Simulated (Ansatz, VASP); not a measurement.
**Os (Osmium) in two plane-wave programs**

Aim: how closely do two programs agree when they are given the same cell, functional and k mesh? The cell is taken from a series of runs on this material, whose earlier steps may have relaxed, scaled, displaced or heated it; both programs get it as it stands.

Calculated with Ansatz 0.2.0; plane waves, with VASP 6.6.1 beside it; zone-centre phonons at PBEsol.

### Step 1. The starting structure

It takes space group P6_3/mmc (No. 194, hexagonal). Conventional cell: a = 2.673 Å, b = 2.673 Å, c = 4.356 Å, α = 90.00°, β = 90.00°, γ = 120.00°. Nearest to Os lie 12 Os at 2.67 Å.

As a file:

```cif
data_structure
_symmetry_space_group_name_H-M 'P6_3/mmc'
_symmetry_Int_Tables_number 194
_cell_length_a 2.6733
_cell_length_b 2.6733
_cell_length_c 4.3564
_cell_angle_alpha 90.000
_cell_angle_beta 90.000
_cell_angle_gamma 120.000
_cell_volume 26.96
loop_
_atom_site_label
_atom_site_type_symbol
_atom_site_symmetry_multiplicity
_atom_site_Wyckoff_symbol
_atom_site_fract_x
_atom_site_fract_y
_atom_site_fract_z
_atom_site_occupancy
Os1 Os 2 c 0.33333 0.66667 0.25000 1
```

### Step 2. VASP: zone-centre phonons, PBEsol

Second derivatives magnify differences that forces hide, and they need a tight electronic threshold.

Lines of VASP's logs that name or quote its potential files are left out, and so is its time.

File INCAR:

```
SYSTEM = Os
PREC = Accurate
ENCUT = 600
EDIFF = 1E-08
NELM = 120
ISMEAR = 1
SIGMA = 0.2
LREAL = .FALSE.
ALGO = Normal
GGA = PS
NBANDS = 14
LASPH = .TRUE.
LORBIT = 11
LWAVE = .FALSE.
LCHARG = .FALSE.
ISIF = 2
IBRION = 8
GGA_COMPAT = .FALSE.
KPAR = 2
```

File POSCAR:

```
Os
1.0
    2.6733245318      0.0000000000      0.0000000000
   -1.3366622659      2.3151669571      0.0000000000
    0.0000000000      0.0000000000      4.3563650251
Os
2
Direct
    0.3333333334      0.6666666668      0.2500000000
    0.6666666668      0.3333333334      0.7500000000
```

File KPOINTS:

```
Automatic mesh
0
Gamma
18 18 12
0 0 0
```

Potentials, in the order of the species: Os (PBE family, release 64).

The run is started by

```sh
mpirun -np 2 vasp_std
```

Numbers of over 12 decimals in the logs are rounded to 6 here.

The log of the run:

```text
[banner, memory and clock lines left out]
running    2 mpi-ranks, on    1 nodes
 distrk:  each k-point on    1 cores,    2 groups
 distr:  one band on    1 cores,    1 groups

 POSCAR found type information on POSCAR Os
 POSCAR found :  1 types and       2 ions
|                                                                             |
|               ----> ADVICE to this user running VASP <----                  |
|                                                                             |
|     You enforced a specific xc type in the INCAR file but a different       |
|     [... a line on the potential file left out ...]
|     I HOPE YOU KNOW WHAT YOU ARE DOING!                                     |
|                                                                             |

 LDA part: xc-table for (Slater+PW92), standard interpolation
 POSCAR, INCAR and KPOINTS ok, starting setup
 FFT: planning ... GRIDC
 FFT: planning ... GRID_SOFT
 FFT: planning ... GRID
 WAVECAR not read
 entering main loop
       N       E                     dE             d eps       ncg     rms          rms(c)
DAV:   1     0.121192529934E+03    0.12119E+03   -0.82411E+03  7252   0.124E+03
DAV:   2    -0.192555408435E+02   -0.14045E+03   -0.12382E+03  7374   0.374E+02
DAV:   3    -0.258296125919E+02   -0.65741E+01   -0.62371E+01  9570   0.712E+01
DAV:   4    -0.259024316496E+02   -0.72819E-01   -0.72476E-01  7918   0.777E+00
DAV:   5    -0.259028427255E+02   -0.41108E-03   -0.41105E-03  9538   0.530E-01    0.262E+01
DAV:   6    -0.247728132737E+02    0.11300E+01   -0.97105E-01  9058   0.865E+00    0.122E+01
DAV:   7    -0.244226511965E+02    0.35016E+00   -0.70644E-01  9172   0.728E+00    0.597E-01
DAV:   8    -0.244162230457E+02    0.64282E-02   -0.71699E-03  7422   0.693E-01    0.371E-01
DAV:   9    -0.244135150727E+02    0.27080E-02   -0.18572E-03  8740   0.477E-01    0.482E-02
DAV:  10    -0.244135361242E+02   -0.21051E-04   -0.63803E-05  9226   0.728E-02    0.832E-03
DAV:  11    -0.244135126533E+02    0.23471E-04   -0.55125E-06  8206   0.272E-02    0.126E-03
DAV:  12    -0.244135120600E+02    0.59323E-06   -0.11081E-07  9226   0.318E-03    0.792E-04
DAV:  13    -0.244135119425E+02    0.11757E-06   -0.27802E-09  5504   0.483E-04    0.211E-04
DAV:  14    -0.244135119199E+02    0.22540E-07   -0.27811E-10  4364   0.182E-04    0.408E-05
DAV:  15    -0.244135119159E+02    0.39863E-08   -0.12704E-10  4106   0.141E-04
   1 F= -.24413512E+02 E0= -.24413639E+02  d E =0.381375E-03
 Linear response reoptimize wavefunctions to high precision
DAV:   1    -0.244135119148E+02    0.11205E-08   -0.16321E-11  4418   0.576E-05
DAV:   2    -0.244135119148E+02   -0.19782E-10   -0.28893E-12  3962   0.178E-05
 Linear response DOF=           2
 Linear response progress:
  Degree of freedom:   1/  2
       N       E                     dE             d eps       ncg     rms          rms(c)
RMM:   1    -0.191328762333E+00   -0.19133E+00   -0.10971E-01 54046   0.258E+00
RMM:   2    -0.187946664628E+00    0.33821E-02   -0.15998E-03 42135   0.541E-01    0.151E-01
RMM:   3    -0.186704087089E+00    0.12426E-02   -0.51909E-04 50019   0.162E-01    0.857E-02
RMM:   4    -0.185938543084E+00    0.76554E-03   -0.80636E-04 50630   0.191E-01    0.107E-02
RMM:   5    -0.185989310844E+00   -0.50768E-04   -0.19003E-05 51577   0.312E-02    0.525E-03
RMM:   6    -0.185963228751E+00    0.26082E-04   -0.20304E-06 51898   0.994E-03    0.138E-03
RMM:   7    -0.185959496459E+00    0.37323E-05   -0.33654E-08 53170   0.188E-03    0.858E-04
RMM:   8    -0.185955582273E+00    0.39142E-05   -0.64352E-08 51751   0.132E-03    0.978E-05
RMM:   9    -0.185955112683E+00    0.46959E-06   -0.30394E-11 53782   0.217E-04    0.288E-05
RMM:  10    -0.185955079751E+00    0.32932E-07   -0.13610E-08 53534   0.580E-05    0.519E-06
RMM:  11    -0.185955040195E+00    0.39556E-07   -0.48263E-09 52742   0.238E-05    0.166E-06
RMM:  12    -0.185955056717E+00   -0.16522E-07    0.16377E-09 44586   0.180E-05    0.254E-07
RMM:  13    -0.185955057296E+00   -0.57904E-09    0.76022E-10 22169   0.167E-05    0.149E-07
 first order change of Fermi-energy  -0.16266E-04
 force on displaced ion       1 direction 1 :  -9.542   0.001   0.000
 Linear response progress:
  Degree of freedom:   2/  2
       N       E                     dE             d eps       ncg     rms          rms(c)
RMM:   1    -0.249475328722E+00   -0.24948E+00   -0.13741E-01 19174   0.272E+00
RMM:   2    -0.241199809808E+00    0.82755E-02   -0.67576E-03 14046   0.771E-01    0.177E-01
RMM:   3    -0.240552722301E+00    0.64709E-03   -0.99327E-04 17693   0.174E-01    0.998E-02
RMM:   4    -0.240570983329E+00   -0.18261E-04   -0.29827E-04 17803   0.136E-01    0.174E-02
RMM:   5    -0.240641624434E+00   -0.70641E-04    0.22980E-05 18254   0.255E-02    0.119E-02
RMM:   6    -0.240653403602E+00   -0.11779E-04    0.77106E-06 17990   0.959E-03    0.398E-03
RMM:   7    -0.240665983468E+00   -0.12580E-04    0.42706E-06 17756   0.497E-03    0.456E-04
RMM:   8    -0.240663682143E+00    0.23013E-05   -0.81946E-07 18404   0.961E-04    0.184E-04
RMM:   9    -0.240661490522E+00    0.21916E-05   -0.12848E-07 18116   0.332E-04    0.631E-05
RMM:  10    -0.240661395131E+00    0.95391E-07    0.36805E-07 17143   0.164E-04    0.763E-06
RMM:  11    -0.240661419670E+00   -0.24539E-07   -0.91578E-09 18632   0.553E-05    0.474E-06
RMM:  12    -0.240661421813E+00   -0.21426E-08   -0.25150E-08 18039   0.304E-05    0.822E-07
 first order change of Fermi-energy   0.90509E-04
 force on displaced ion       1 direction 3 :  -0.000  -0.000 -17.072
 Linear response finished
```

From OUTCAR (step 2):

```text
ion  position               nearest neighbor table
   1  0.333  0.667  0.250-   2 2.67   2 2.67   2 2.67   2 2.67   2 2.67   2 2.67
   2  0.667  0.333  0.750-   1 2.67   1 2.67   1 2.67   1 2.67   1 2.67   1 2.67

  LATTYP: Found a hexagonal cell.
 ALAT       =     2.6733245318
 C/A-ratio  =     1.6295683421

 Subroutine GETGRP returns: Found 24 space group operations
 (whereof 12 operations were pure point group operations)

The static configuration has the point symmetry D_3d.
 The point group associated with its full space group is D_6h.

 Found    259 irreducible k-points:

   k-points           NKPTS =    259   k-points in BZ     NKDIM =    259   number of bands    NBANDS=     14

   dimension x,y,z NGX =    24 NGY =   24 NGZ =   36
   dimension x,y,z NGXF=    48 NGYF=   48 NGZF=   72

   ENCUT  =  600.0 eV  44.10 Ry    6.64 a.u.   5.34  5.34  8.70*2*pi/ulx,y,z

   NELECT =      16.0000    total number of electrons

 k-points in reciprocal lattice and weights: Automatic mesh
   0.00000000  0.00000000  0.00000000       0.000
   0.05555556  0.00000000  0.00000000       0.002
   0.11111111  0.00000000  0.00000000       0.002
   0.16666667 -0.00000000  0.00000000       0.002
   0.22222222 -0.00000000  0.00000000       0.002
   0.27777778  0.00000000  0.00000000       0.002
   0.33333333 -0.00000000  0.00000000       0.002
   0.38888889  0.00000000  0.00000000       0.002
   0.44444444 -0.00000000  0.00000000       0.002
[...]
0.33333333  0.27777778  0.50000000       0.003
   0.33333333  0.33333333  0.50000000       0.001

 average (electrostatic) potential at core
       1 -42.5330       2 -42.5330

  Total        3.6657158      3.6657158      0.1688744      0.0000000      0.0000000      0.0000000
  in kB      217.8266989    217.8266989     10.0349726      0.0000000      0.0000000      0.0000000
  external PRESSURE =     148.5627901 kB  Pullay stress =       0.0000000 kB

  energy-cutoff  :      600.00
  volume of cell :       26.96
      direct lattice vectors                 reciprocal lattice vectors
     2.673324532  0.000000000  0.000000000     0.374066069  0.215967146  0.000000000
    -1.336662266  2.315166957  0.000000000     0.000000000  0.431934292  0.000000000
     0.000000000  0.000000000  4.356365025     0.000000000  0.000000000  0.229549176

 POSITION                                       TOTAL-FORCE (eV/Angst)
 -----------------------------------------------------------------------------------
      0.00000      1.54344      1.08909         0.000000     -0.000000      0.000000
      1.33666      0.77172      3.26727        -0.000000      0.000000      0.000000
 -----------------------------------------------------------------------------------
    total drift:                               -0.000000     -0.000000      0.000000

 Eigenvectors and eigenvalues of the dynamical matrix
 ----------------------------------------------------

   1 f  =    6.623676 THz    41.617782 2PiTHz  220.942043 cm-1    27.393310 meV
             X         Y         Z           dx          dy          dz
      0.000000  1.543445  1.089091     0.000000   -0.000000    0.707107
      1.336662  0.771722  3.267274     0.000000    0.000000   -0.707107

   2 f  =    4.952052 THz    31.114660 2PiTHz  165.182674 cm-1    20.480032 meV
             X         Y         Z           dx          dy          dz
      0.000000  1.543445  1.089091     0.000048    0.707107   -0.000000
      1.336662  0.771722  3.267274    -0.000048   -0.707107   -0.000000

   3 f  =    4.952052 THz    31.114660 2PiTHz  165.182674 cm-1    20.480032 meV
             X         Y         Z           dx          dy          dz
      0.000000  1.543445  1.089091    -0.707107    0.000048   -0.000000
      1.336662  0.771722  3.267274     0.707107   -0.000048   -0.000000

   4 f  =    0.000000 THz     0.000001 2PiTHz    0.000003 cm-1     0.000000 meV
             X         Y         Z           dx          dy          dz
      0.000000  1.543445  1.089091     0.030612   -0.166972   -0.686428
      1.336662  0.771722  3.267274     0.030612   -0.166972   -0.686428

   5 f/i=    0.000000 THz     0.000000 2PiTHz    0.000000 cm-1     0.000000 meV
             X         Y         Z           dx          dy          dz
      0.000000  1.543445  1.089091     0.582216   -0.383174    0.119170
      1.336662  0.771722  3.267274     0.582216   -0.383174    0.119170

   6 f/i=    0.000000 THz     0.000000 2PiTHz    0.000002 cm-1     0.000000 meV
             X         Y         Z           dx          dy          dz
      0.000000  1.543445  1.089091    -0.400109   -0.570349    0.120893
      1.336662  0.771722  3.267274    -0.400109   -0.570349    0.120893

 ELASTIC MODULI CONTR FROM IONIC RELAXATION (kBar)
 Direction    XX          YY          ZZ          XY          YZ          ZX
 --------------------------------------------------------------------------------
 XX         -72.0979     72.0979      0.0000     -0.0000      0.0000      0.0000
 YY          72.0979    -72.0979     -0.0000      0.0000      0.0000      0.0000
 ZZ           0.0000     -0.0000     -0.0000      0.0000      0.0000     -0.0000
 XY          -0.0000      0.0000      0.0000    -72.0979      0.0000      0.0000
 YZ           0.0000      0.0000      0.0000      0.0000      0.0000      0.0000
 ZX           0.0000      0.0000     -0.0000      0.0000      0.0000     -0.0000
 --------------------------------------------------------------------------------
```

### Step 3. Ansatz: zone-centre phonons, PBEsol

Ansatz runs on its PAW soft_1 files.

The same cell, functional, mesh and smearing now go to Ansatz, which takes its cutoff from its data sets.

File input.yaml:

```yaml
crystal:
  lattice:
    - [2.6733245318, 0.0, 0.0]
    - [-1.3366622659, 2.3151669571, 0.0]
    - [0.0, 0.0, 4.3563650251]
  atoms:
    - { symbol: Os, position: [0.3333333333, 0.6666666667, 0.25] }
    - { symbol: Os, position: [0.6666666667, 0.3333333333, 0.75] }
kpoints:
  mp_grid: { grid: [18, 18, 12] }
hamiltonian:
  xc: pbesol
  pseudopotentials: { kind: paw, azcp: { folder: soft_1 }, xc_functional: pbe }
scf:
  occupations: { method: methfessel_paxton, width: 0.2 }
output:
  eigenvalues: true
phonons:
  method: dfpt
```

The run is started by

```sh
ansatz run input.yaml --threads 4 --pin off --max-ram 10240MiB --backend cpu --events-out ev --progress --plain --runs-dir out
```

The log of the run:

```text
zone centre: on kpoints.mp_grid the ground state, and the responses unless they are solved on pairs of k-points, stand on 637 of the mesh's 3888 k-points, reduced under 4 symmetry operations, with k and −k counted as one. Each operation leaves every solved displacement unchanged or reverses it
Engine: ansatz 0.2.0, aarch64-unknown-linux-gnu
Pseudopotentials: kind: paw
Pseudopotential: Os, paw, valence charge 16, recommended cutoff 420 eV (normal), soft_1/Os.paw.azcp
Functional definition: PBEsol
  exchange = pbesol_x
  correlation = pbesol_c
Crystal: 2 atoms, lattice volume = 26.962 Å³
Basis set: ecut = 420 eV, 549 PW (Γ), exchange–correlation on 36×36×60 points (8 copies of the dense FFT grid, shifted against one another)
Bands: 20, of which v1, the nominal top of the filled ones, is band 16 counted from 1 (15 counted from 0)
Symmetry: 24 space group operations
k-points: 637 of 3888 (irreducible under 4 space group operations, time reversal used)
Non-local potential: Os, projectors of the file, l = 0: 3, l = 1: 2, l = 2: 2, l = 3: 1
PAW form: soft (Blöchl's): semilocal exchange-correlation on the pseudo side does not see the compensation charge
PAW frozen core: Os, regenerated for the run's functional, and the local potential with it (the file was generated under x = pbe(κ = 0.804, μ = 0.219515), c = pbe(β = 0.066725))
PAW one-centre angular grid: Os, 590 points (default); XC on 64 Gauss nodes
Initial density: superposition of atomic densities (chi_scale 0.1, normalization cell)
Initial wavefunctions: pseudopotential atomic-orbital guess
Functional: x = pbesol(κ = 0.804, μ = 0.123457), c = pbesol(β = 0.046)
SCF iter   1: F=—  HF=-22504.930460 eV  |F-HF|=—  |Δ(HF+E_count)|=         —  Δρ=6.35e-2  dr2=8.98e-1  ethr=3.10e-3  ⟨swp⟩=5.0  Hψ=116790  notcnv=0  defer=40
automatic band count: the SCF goes on with 24 bands, as 20 were too few: they end inside the smearing window of the response
preconditioner: auto → none  [metal: Δε(μ)=0.001 eV  Ē_g=12.522 eV  σ=0.200 eV  W_gap=0.01  n_scr=8 (ndim 8)  ℏωp=28.6 eV  f_vac=0.000  D(μ)=1.08/eV (n_scr^D=2)  sad-step TF]
SCF iter   2: F=—  HF=-22504.697211 eV  |F-HF|=—  |Δ(HF+E_count)|=   2.33e-1  S|Δr|=    0.00e0  Δρ=3.74e-2  dr2=3.03e-1  ethr=2.81e-3  ⟨swp⟩=2.0  Hψ=22979  notcnv=0  defer=556
SCF iter   3: F=—  HF=-22504.588561 eV  |F-HF|=—  |Δ(HF+E_count)|=   1.09e-1  S|Δr|=    0.00e0  Δρ=1.71e-3  dr2=3.68e-4  ethr=9.48e-4  ⟨swp⟩=2.0  Hψ=21783  notcnv=0  defer=556
SCF iter   4: F=—  HF=-22504.588372 eV  |F-HF|=—  |Δ(HF+E_count)|=   1.90e-4  S|Δr|=    0.00e0  Δρ=1.74e-4  dr2=3.74e-6  ethr=1.15e-6  ⟨swp⟩=2.2  Hψ=22952  notcnv=0  defer=784
SCF iter   5: F=—  HF=-22504.588372 eV  |F-HF|=—  |Δ(HF+E_count)|=   1.56e-7  S|Δr|=    0.00e0  Δρ=3.64e-5  dr2=2.27e-7  ethr=1.17e-8  ⟨swp⟩=2.3  Hψ=21478  notcnv=0  defer=784
SCF iter   6: F=—  HF=-22504.588377 eV  |F-HF|=—  |Δ(HF+E_count)|=   5.40e-6  S|Δr|=    0.00e0  Δρ=6.02e-6  dr2=5.48e-9  ethr=7.09e-10  ⟨swp⟩=2.5  Hψ=22154  notcnv=0  defer=918
SCF iter   7: F=—  HF=-22504.588377 eV  |F-HF|=—  |Δ(HF+E_count)|=  6.95e-10  S|Δr|=    0.00e0  Δρ=1.11e-6  dr2=7.19e-11  ethr=1.71e-11  ⟨swp⟩=3.0  Hψ=24917  notcnv=0  defer=918
SCF iter   8: F=-22504.588377 eV  HF=-22504.588377 eV  |F-HF|=1.09e-11  |Δ(HF+E_count)|=  7.28e-11  S|Δr|=    0.00e0  Δρ=9.61e-8  dr2=1.50e-12  ethr=1.00e-12  ⟨swp⟩=10.0  Hψ=69928  notcnv=0
SCF 1 converged in 8 iterations: F = -22504.588377 eV  dr2 = 1.50e-12
  greatest PAW one-centre occupation: 1.000 electrons in one spin orbital (limit 2), on the Os atom at site 1 (counted from 0), in its partial waves of l = 0
DFPT response loops at Γ: preconditioner auto → Kerker (q_TF=auto, 2.807 Å⁻¹) (partly filled bands, converged f_vac=0.000); β = 1.00, the filter's whole step (`scf.mixing.beta` (0.50) is not read by the response loops under this deck's `scf.mixing.preconditioner`; to damp them name `kerker` or `kerker_dos`, under which they read `scf.mixing.beta`, and type it under 1.00, their step now; both keys bind the ground state too); Broyden in place of MSR1
SCF converged after 8 iterations
Stability not checked: this state was not tested for a lower state beside it, because cold or Methfessel-Paxton smearing, or corrected tetrahedra, fill the levels in a way that the test cannot read (fill_not_monotonic; see scf.lower_state_search)
Free energy (F): -22504.588377 eV
Harris-Foulkes:  -22504.588377 eV  (|F-HF|=1.09e-11)
Internal energy: -22504.588707 eV  (E = F + TS)
E sigma→0 (E₀):  -22504.588460 eV
Entropy (-TS):   0.000329 eV (0.165 meV/atom)
Fermi energy:    27.005254 eV
--- Per-component energies (eV) ---
  E_band       = -101.897262
  E_kinetic    = 988.585463
  E_local      = -1753.465745  (includes V_loc(G=0)·N_el)
  E_nonlocal   = 398.659957
  E_hartree    = 631.609392
  E_xc         = -467.013702
  E_vxc        = -494.363240  (∫ρ·V_xc dr)
  E_paw        = -17830.064407  (= ΣΔE_a)
  E_vpaw       = -504.533420  (= ΣTr[D̂ρ^β])
  E_aug_tail   = 0.000880  (compensation charges beyond the density's cutoff)
  E_ewald      = -4473.396541
  E_core_change = 0.495995  (= ΣΔE_core)
  E_smearing   = 0.000329  (= −TS)
  E_closure    = 0.000000  (closes the sum)
  Σ components = -22504.588377   (vs F -22504.588377, Δ=0.00e0)
--- Band table (eV; the first three rows and the last of 637) ---
  k-point 0: bands = [... 12 lower, 23.8090, 24.6179, 24.6179, 25.6627, 25.6627, 26.6626, 28.8223, 28.8223, ... 4 higher]
  k-point 1: bands = [... 12 lower, 23.7681, 24.5676, 24.5676, 25.7789, 25.7789, 26.3814, 28.8273, 28.8273, ... 4 higher]
  k-point 2: bands = [... 12 lower, 23.6800, 24.4305, 24.4305, 25.6730, 26.0879, 26.0879, 28.8236, 28.8236, ... 4 higher]
  k-point 636: bands = [... 12 lower, 23.4235, 23.4235, 25.2698, 25.2698, 29.4460, 29.4460, 32.2424, 32.2424, ... 4 higher]
--- Phonons (Γ-DFPT): 2 representative perturbations + reference, on 637 of 3888 k-points (Σ response iterations 4) ---
  k mesh reduced under 4 symmetry operations, with k and −k counted as one. Each operation leaves every solved displacement unchanged or reverses it
  ASR residual: 8.151e-5 → 0.000e0 eV/Å²; symmetrization residual: 2.345e-13 eV/Å²
  ASR residual per site (eV/Å²): 8.15e-5 8.15e-5
  Γ frequencies (cm⁻¹): 0.00 0.00 0.00 165.00 165.00 220.55
  non-analytic LO–TO correction: not included (Born effective charges unavailable; polar crystals: no LO–TO splitting at Γ)
```

### Step 4. Differences

Known differences besides the potentials themselves: the data sets hold 32 valence electrons in Ansatz (on its PAW soft_1 files) and 16 in VASP; the cutoff is 420 eV in Ansatz and 600 eV in VASP; Ansatz makes its cores anew for this functional, VASP keeps those of its PBE data sets. Total energies have different zeros and are not compared.

Both answers:

```csv
quantity,Ansatz,VASP,difference
optical mode 1 to 2 (cm⁻¹),165.0,165.2,-0.11 %
optical mode 3 (cm⁻¹),220.6,220.9,-0.18 %
```

Modes are paired by rising frequency, not by their patterns, so a pair may set unlike modes beside each other; they are those without the splitting of longitudinal modes.

### Step 5. Results

| Property | Result |
| --- | --- |
| r.m.s. difference of the optical zone-centre modes, each program's sorted by frequency (zone-centre phonons, PBEsol) | 0.27 cm⁻¹ |

**Reading.** The r.m.s. difference of the optical zone-centre modes, each program's sorted by frequency is 0.27 cm⁻¹ (zone-centre phonons, PBEsol). The data sets hold unlike numbers of valence electrons (32 in Ansatz and 16 in VASP), so part of the differences comes from the potentials. Such differences can come from data sets, numerical settings and the points named under the comparisons, not from the functional's error against experiment.

[Lines on the potential files, build, host, timing and source positions are cut from VASP's logs without a mark.]

[Logs are printed without paths, hosts, clocks, repeated set-up lines and the standing remarks that a program may print on its own settings, such as how far it seeks lower states.]

[Hosts, paths, dates, database ids (printed as entryN), source tags and the programs' standing remarks are cut or masked in the printed files.]
